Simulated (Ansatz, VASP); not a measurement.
## CdC2: VASP beside Ansatz

Aim: how closely do two programs agree when they are given the same cell, functional and k mesh? The cell is generated by rule, not measured, and may not be a known phase. The cell is taken from a series of runs on this material, whose earlier steps may have relaxed, scaled, displaced or heated it; both programs get it as it stands.

Calculated with Ansatz 0.2.0; plane waves, with VASP 6.6.1 beside it; zone-centre phonons at PBE.

The structure was built from a prototype and need not be the compound's stable phase.

## Step 1: Starting point

Symmetry: Amm2, No. 38, orthorhombic system. Conventional cell: a = 5.917 Å, b = 5.586 Å, c = 5.626 Å, α = 90.00°, β = 90.00°, γ = 90.00°. Cd has 4 C at 2.19 to 2.59 Å nearest. Nearest to Cd lie 2 C at 2.18 to 2.19 Å. Nearest to C lie 1 C at 1.25 Å and 2 Cd at 2.19 to 2.59 Å. C has 1 C at 1.25 Å and 1 Cd at 2.19 Å nearest. Nearest to C lie 1 C at 1.25 Å and 1 Cd at 2.18 Å. Farther neighbours are not listed.

As a file:

```cif
data_structure
_symmetry_space_group_name_H-M 'P 1'
_symmetry_Int_Tables_number 1
_cell_length_a 5.9173
_cell_length_b 3.9643
_cell_length_c 3.9643
_cell_angle_alpha 89.590
_cell_angle_beta 90.000
_cell_angle_gamma 90.000
_cell_volume 92.99
loop_
_atom_site_label
_atom_site_type_symbol
_atom_site_fract_x
_atom_site_fract_y
_atom_site_fract_z
_atom_site_occupancy
Cd1 Cd 0.00000 0.52190 0.52190 1
Cd2 Cd 0.50000 0.98848 0.98848 1
C3 C 0.00000 0.85577 0.08015 1
C4 C 0.50000 0.59913 0.59913 1
C5 C 0.00000 0.08015 0.85577 1
C6 C 0.50000 0.37663 0.37663 1
```

## Step 2: VASP: zone-centre phonons, PBE

Second derivatives magnify differences that forces hide, and they need a tight electronic threshold.

Lines of VASP's logs that name or quote its potential files are left out, and so is its time.

Contents of INCAR:

```
SYSTEM = CdC2
PREC = Accurate
ENCUT = 600
EDIFF = 1E-08
NELM = 120
ISMEAR = 0
SIGMA = 0.01
LREAL = .FALSE.
ALGO = Normal
GGA = PE
NBANDS = 26
LORBIT = 11
LWAVE = .FALSE.
LCHARG = .FALSE.
ISIF = 2
IBRION = 8
LEPSILON = .TRUE.
LASPH = .TRUE.
GGA_COMPAT = .FALSE.
EFERMI = MIDGAP
KPAR = 2
```

Contents of POSCAR:

```
CdC2
1.0
    5.9172779579      0.0000000000      0.0000000000
    0.0000000000      2.7931514496      2.8132152488
    0.0000000000     -2.7931514496      2.8132152488
Cd C
2 4
Direct
    0.0000000000      0.5218956854      0.5218956854
    0.5000000000      0.9884757214      0.9884757214
    0.0000000000      0.8557746191      0.0801454211
    0.5000000000      0.5991270858      0.5991270858
    0.0000000000      0.0801454211      0.8557746191
    0.5000000000      0.3766345179      0.3766345179
```

Contents of KPOINTS:

```
Automatic mesh
0
Gamma
4 6 6
0 0 0
```

Potentials, in the order of the species: Cd and C (PBE family, release 64).

Command:

```sh
$ mpirun -np 2 vasp_std
```

Numbers of over 12 decimals in the logs are rounded to 6 here.

Log:

```text
[banner, memory and clock lines left out]
running    2 mpi-ranks, on    1 nodes
 distrk:  each k-point on    1 cores,    2 groups
 distr:  one band on    1 cores,    1 groups

 POSCAR found type information on POSCAR CdC
 POSCAR found :  2 types and       6 ions
 LDA part: xc-table for (Slater+PW92), standard interpolation
 POSCAR, INCAR and KPOINTS ok, starting setup
 FFT: planning ... GRIDC
 FFT: planning ... GRID_SOFT
 FFT: planning ... GRID
 WAVECAR not read
 entering main loop
       N       E                     dE             d eps       ncg     rms          rms(c)
DAV:   1     0.273252362862E+03    0.27325E+03   -0.21675E+04  2028   0.161E+03
DAV:   2    -0.198728799195E+02   -0.29313E+03   -0.28328E+03  2206   0.368E+02
DAV:   3    -0.387202742398E+02   -0.18847E+02   -0.18709E+02  2532   0.900E+01
DAV:   4    -0.390044806939E+02   -0.28421E+00   -0.28337E+00  2304   0.114E+01
DAV:   5    -0.390081769027E+02   -0.36962E-02   -0.36952E-02  2452   0.136E+00    0.152E+01
DAV:   6    -0.323255284117E+02    0.66826E+01   -0.12667E+01  2900   0.460E+01    0.104E+01
DAV:   7    -0.322377593288E+02    0.87769E-01   -0.83674E+00  2330   0.164E+01    0.524E+00
DAV:   8    -0.322309462918E+02    0.68130E-02   -0.85706E-01  2334   0.748E+00    0.123E+00
DAV:   9    -0.322016434741E+02    0.29303E-01   -0.13669E-01  2402   0.329E+00    0.277E-01
DAV:  10    -0.322029171638E+02   -0.12737E-02   -0.10828E-02  2202   0.675E-01    0.186E-01
DAV:  11    -0.322032420365E+02   -0.32487E-03   -0.24152E-03  2478   0.349E-01    0.741E-02
DAV:  12    -0.322030823451E+02    0.15969E-03   -0.12239E-03  2432   0.249E-01    0.201E-02
DAV:  13    -0.322030870866E+02   -0.47415E-05   -0.71649E-05  2380   0.685E-02    0.904E-03
DAV:  14    -0.322030865998E+02    0.48678E-06   -0.85270E-06  2476   0.161E-02    0.394E-03
DAV:  15    -0.322030865458E+02    0.53985E-07   -0.72003E-07  2306   0.534E-03    0.108E-03
DAV:  16    -0.322030865104E+02    0.35454E-07   -0.12348E-07  2388   0.269E-03    0.525E-04
DAV:  17    -0.322030864832E+02    0.27173E-07   -0.17588E-08  1566   0.118E-03    0.129E-04
DAV:  18    -0.322030864887E+02   -0.54847E-08   -0.23349E-09  1090   0.306E-04
   1 F= -.32203086E+02 E0= -.32203086E+02  d E =0.000000E+00
 Linear response reoptimize wavefunctions to high precision
DAV:   1    -0.322030864883E+02    0.42337E-09   -0.35358E-10  1112   0.130E-04
DAV:   2    -0.322030864882E+02    0.33651E-10   -0.40029E-11  1056   0.399E-05
 Linear response G [H, r] |phi>, progress :
  Direction:   1
       N       E                     dE             d eps       ncg     rms
RMM:   1    -0.170174078107E+03   -0.17017E+03    0.51251E+01  3783   0.838E+01
RMM:   2    -0.169526847819E+03    0.64723E+00   -0.92779E+00  3307   0.180E+01
RMM:   3    -0.169705550928E+03   -0.17870E+00   -0.18637E-01  3352   0.232E+00
RMM:   4    -0.169714153559E+03   -0.86026E-02   -0.84578E-03  3498   0.381E-01
RMM:   5    -0.169714271331E+03   -0.11777E-03   -0.19923E-03  3576   0.774E-02
RMM:   6    -0.169714185274E+03    0.86056E-04   -0.66738E-04  3702   0.156E-02
RMM:   7    -0.169714137842E+03    0.47433E-04   -0.28773E-04  3787   0.427E-03
RMM:   8    -0.169714126055E+03    0.11786E-04   -0.35130E-04  3396   0.169E-03
RMM:   9    -0.169714121498E+03    0.45572E-05   -0.39103E-04  2984   0.125E-03
RMM:  10    -0.169714121353E+03    0.14544E-06   -0.38983E-04  2563   0.115E-03
RMM:  11    -0.169714120701E+03    0.65183E-06   -0.47748E-04  2343   0.113E-03
RMM:  12    -0.169714121075E+03   -0.37441E-06   -0.44659E-04  2237   0.113E-03
RMM:  13    -0.169714120848E+03    0.22720E-06   -0.42956E-04  2236   0.113E-03
 Linear response G [H, r] |phi>, progress :
  Direction:   2
       N       E                     dE             d eps       ncg     rms
RMM:   1    -0.169734388146E+03   -0.16973E+03    0.10697E+02  4115   0.898E+01
RMM:   2    -0.168163770079E+03    0.15706E+01   -0.13605E+01  3226   0.216E+01
RMM:   3    -0.168340270585E+03   -0.17650E+00   -0.36343E-01  3366   0.289E+00
RMM:   4    -0.168345036844E+03   -0.47663E-02   -0.23292E-02  3517   0.483E-01
RMM:   5    -0.168344367219E+03    0.66963E-03   -0.39834E-03  3618   0.946E-02
RMM:   6    -0.168344141873E+03    0.22535E-03   -0.11112E-03  3794   0.207E-02
RMM:   7    -0.168344067063E+03    0.74810E-04   -0.11025E-03  3865   0.626E-03
RMM:   8    -0.168344050098E+03    0.16965E-04    0.17824E-05  3582   0.316E-03
RMM:   9    -0.168344047684E+03    0.24142E-05    0.21610E-04  2952   0.261E-03
RMM:  10    -0.168344042238E+03    0.54458E-05    0.10814E-04  2700   0.246E-03
RMM:  11    -0.168344046955E+03   -0.47169E-05    0.18213E-04  2376   0.245E-03
RMM:  12    -0.168344042588E+03    0.43668E-05    0.59573E-05  2316   0.242E-03
 Linear response G [H, r] |phi>, progress :
  Direction:   3
       N       E                     dE             d eps       ncg     rms
RMM:   1    -0.170597635333E+03   -0.17060E+03    0.10530E+02  4097   0.902E+01
[...]
RMM:   3    -0.115666305767E+00   -0.17881E-03   -0.59104E-04  4664   0.103E-01    0.957E-02
RMM:   4    -0.116100996846E+00   -0.43469E-03   -0.29213E-04  4639   0.744E-02    0.229E-02
RMM:   5    -0.116078033319E+00    0.22964E-04   -0.60130E-06  5160   0.134E-02    0.112E-02
RMM:   6    -0.115984497468E+00    0.93536E-04   -0.15807E-06  4985   0.692E-03    0.992E-04
[...]
RMM:   8    -0.116331337615E+00   -0.19249E-05   -0.17562E-09  5255   0.312E-04    0.944E-05
RMM:   9    -0.116331823958E+00   -0.48634E-06   -0.22187E-09  5237   0.143E-04    0.165E-05
RMM:  10    -0.116331838145E+00   -0.14186E-07   -0.66031E-10  5377   0.206E-05    0.981E-06
RMM:  11    -0.116331796950E+00    0.41194E-07   -0.77936E-09  5134   0.152E-05    0.186E-06
RMM:  12    -0.116331811073E+00   -0.14122E-07   -0.12791E-08  4476   0.409E-06    0.479E-07
RMM:  13    -0.116331809527E+00    0.15456E-08    0.90520E-10  3458   0.268E-06    0.141E-07
 first order change of Fermi-energy  -0.17684E-03
 force on displaced ion       4 direction 2 :   0.000  -2.937   0.006
 Born effective charge ion    4 direction 2 :   0.000  -1.361  -0.001
 Linear response progress:
  Degree of freedom:  12/ 15
       N       E                     dE             d eps       ncg     rms          rms(c)
RMM:   1    -0.164711687579E+00   -0.16471E+00   -0.54869E-02  4954   0.177E+00
RMM:   2    -0.139382075672E+00    0.25330E-01   -0.86363E-03  3144   0.465E-01    0.457E-01
RMM:   3    -0.136014482814E+00    0.33676E-02   -0.10827E-02  3265   0.357E-01    0.208E-01
RMM:   4    -0.136363455015E+00   -0.34897E-03   -0.57412E-04  3118   0.127E-01    0.109E-01
RMM:   5    -0.136735983833E+00   -0.37253E-03    0.92658E-05  3245   0.460E-02    0.450E-02
RMM:   6    -0.136915176489E+00   -0.17919E-03    0.53559E-05  3102   0.162E-02    0.631E-03
RMM:   7    -0.136906746691E+00    0.84298E-05    0.39291E-06  2972   0.674E-03    0.213E-03
RMM:   8    -0.136902063857E+00    0.46828E-05    0.95889E-07  3401   0.201E-03    0.394E-04
RMM:   9    -0.136902354426E+00   -0.29057E-06   -0.33501E-07  3160   0.483E-04    0.165E-04
RMM:  10    -0.136902140332E+00    0.21409E-06   -0.31880E-07  3418   0.166E-04    0.428E-05
RMM:  11    -0.136902182918E+00   -0.42586E-07   -0.16529E-07  3484   0.519E-05    0.112E-05
RMM:  12    -0.136902163607E+00    0.19311E-07   -0.44036E-08  3430   0.160E-05    0.490E-06
RMM:  13    -0.136902152628E+00    0.10979E-07   -0.23696E-08  3198   0.781E-06    0.115E-06
RMM:  14    -0.136902152711E+00   -0.83141E-10   -0.16391E-09  2827   0.338E-06    0.418E-07
 first order change of Fermi-energy  -0.28833E+00
 force on displaced ion       4 direction 3 :   0.000   0.000 -87.472
 Born effective charge ion    4 direction 3 :   0.000   0.000  -1.046
 Linear response progress:
  Degree of freedom:  13/ 15
       N       E                     dE             d eps       ncg     rms          rms(c)
RMM:   1    -0.120149783585E+00   -0.12015E+00    0.25293E-02  4894   0.131E+00
RMM:   2    -0.119182717749E+00    0.96707E-03   -0.30956E-03  3876   0.246E-01    0.180E-01
RMM:   3    -0.119307579266E+00   -0.12486E-03   -0.71158E-04  3821   0.111E-01    0.935E-02
RMM:   4    -0.119712788346E+00   -0.40521E-03   -0.34829E-04  3874   0.753E-02    0.231E-02
RMM:   5    -0.119632259165E+00    0.80529E-04   -0.16489E-05  3965   0.197E-02    0.443E-03
RMM:   6    -0.119600933595E+00    0.31326E-04   -0.13232E-06  4097   0.445E-03    0.750E-04
RMM:   7    -0.119594810041E+00    0.61236E-05   -0.41353E-08  4039   0.831E-04    0.289E-04
RMM:   8    -0.119595393742E+00   -0.58370E-06    0.11102E-08  4121   0.402E-04    0.668E-05
RMM:   9    -0.119595664960E+00   -0.27122E-06    0.72025E-09  4185   0.120E-04    0.258E-05
RMM:  10    -0.119595826577E+00   -0.16162E-06    0.11360E-08  4098   0.490E-05    0.635E-06
RMM:  11    -0.119595806688E+00    0.19888E-07   -0.66163E-09  4076   0.975E-06    0.304E-06
RMM:  12    -0.119595798179E+00    0.85091E-08   -0.60403E-09  3671   0.507E-06    0.482E-07
 first order change of Fermi-energy  -0.17241E-03
 force on displaced ion       6 direction 1 :  -2.156   0.000   0.000
 Born effective charge ion    6 direction 1 :  -1.098   0.000   0.000
 Linear response progress:
  Degree of freedom:  14/ 15
       N       E                     dE             d eps       ncg     rms          rms(c)
RMM:   1    -0.116156621380E+00   -0.11616E+00    0.32779E-02  6174   0.128E+00
RMM:   2    -0.115718337082E+00    0.43828E-03   -0.35598E-03  4844   0.241E-01    0.175E-01
RMM:   3    -0.115918606936E+00   -0.20027E-03   -0.54304E-04  4418   0.958E-02    0.907E-02
RMM:   4    -0.116381851822E+00   -0.46324E-03   -0.34098E-04  4643   0.764E-02    0.194E-02
RMM:   5    -0.116250328059E+00    0.13152E-03   -0.83417E-06  5115   0.140E-02    0.281E-03
RMM:   6    -0.116233915943E+00    0.16412E-04   -0.27427E-07  5189   0.218E-03    0.864E-04
RMM:   7    -0.116230930022E+00    0.29859E-05   -0.23368E-08  5175   0.797E-04    0.265E-04
RMM:   8    -0.116232736230E+00   -0.18062E-05   -0.72800E-09  5248   0.302E-04    0.923E-05
RMM:   9    -0.116233233919E+00   -0.49769E-06    0.31079E-10  5228   0.138E-04    0.166E-05
RMM:  10    -0.116233229812E+00    0.41070E-08    0.70366E-09  5364   0.204E-05    0.964E-06
 first order change of Fermi-energy  -0.18152E-03
 force on displaced ion       6 direction 2 :   0.000  -2.935  -0.010
 Born effective charge ion    6 direction 2 :   0.000  -1.357   0.001
 Linear response progress:
  Degree of freedom:  15/ 15
       N       E                     dE             d eps       ncg     rms          rms(c)
RMM:   1    -0.165335313128E+00   -0.16534E+00   -0.62246E-02  4955   0.176E+00
RMM:   2    -0.139177789958E+00    0.26158E-01   -0.87199E-03  3133   0.467E-01    0.456E-01
RMM:   3    -0.135977663090E+00    0.32001E-02   -0.11858E-02  3276   0.354E-01    0.208E-01
RMM:   4    -0.136298719588E+00   -0.32106E-03   -0.12299E-03  3121   0.128E-01    0.108E-01
RMM:   5    -0.136635105343E+00   -0.33639E-03   -0.28195E-04  3238   0.449E-02    0.441E-02
RMM:   6    -0.136782989272E+00   -0.14788E-03   -0.79468E-05  3082   0.158E-02    0.625E-03
RMM:   7    -0.136763014956E+00    0.19974E-04   -0.68791E-06  2984   0.669E-03    0.213E-03
RMM:   8    -0.136757100575E+00    0.59144E-05   -0.10916E-06  3389   0.202E-03    0.393E-04
RMM:   9    -0.136757261550E+00   -0.16097E-06    0.24499E-07  3169   0.492E-04    0.162E-04
RMM:  10    -0.136757020770E+00    0.24078E-06    0.34052E-07  3401   0.165E-04    0.407E-05
RMM:  11    -0.136757105184E+00   -0.84414E-07    0.69862E-08  3456   0.515E-05    0.113E-05
RMM:  12    -0.136757107555E+00   -0.23708E-08   -0.56746E-09  3474   0.155E-05    0.482E-06
 first order change of Fermi-energy   0.31096E+00
 force on displaced ion       6 direction 3 :   0.000   0.000 -87.867
 Born effective charge ion    6 direction 3 :   0.000   0.000  -1.022
 Born effective charges drift removed
 Linear response finished
```

(Continued in part 2 of 3.)

[Lines on the potential files, build, host, timing and source positions are cut from VASP's logs without a mark.]

[Logs are printed without paths, hosts, clocks, repeated set-up lines and the standing remarks that a program may print on its own settings, such as how far it seeks lower states.]

[Hosts, paths, dates, database ids (printed as entryN), source tags and the programs' standing remarks are cut or masked in the printed files.]
